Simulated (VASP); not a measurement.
```yaml
crystal:
  lattice:
    - [-2.69280, 2.69280, 2.69280]
    - [2.69280, -2.69280, 2.69280]
    - [2.69280, 2.69280, -2.69280]
  atoms:
    - { symbol: K, position: [0.00000, 0.00000, 0.00000] }
```

Computed with PBE GGA, VASP's PBE PAW potentials (set 64) (plane waves; VASP 6.6.1). Numerical set-up: 400 eV cut-off, KSPACING 0.35 per Å, first-order Methfessel-Paxton smearing of 0.10 eV, potentials K_sv.

Gaps are read on the run's mesh, which can miss a band edge.

Task: Predict the energy per atom (σ→0), band gap (on the k-mesh) with the smallest direct gap where there is one.

Result: 
```yaml
band gap (on the k-mesh): none (metal, semimetal or under 0.01 eV)
energy per atom (σ→0): -1.042 eV/atom
```

The compound is K in the bcc structure. The cell was not relaxed at this level. The run is one of a series of settings (KGAMMA = .FALSE., KSPACING = 0.35, KPOINTS file removed against the base run), some of them coarse on purpose.
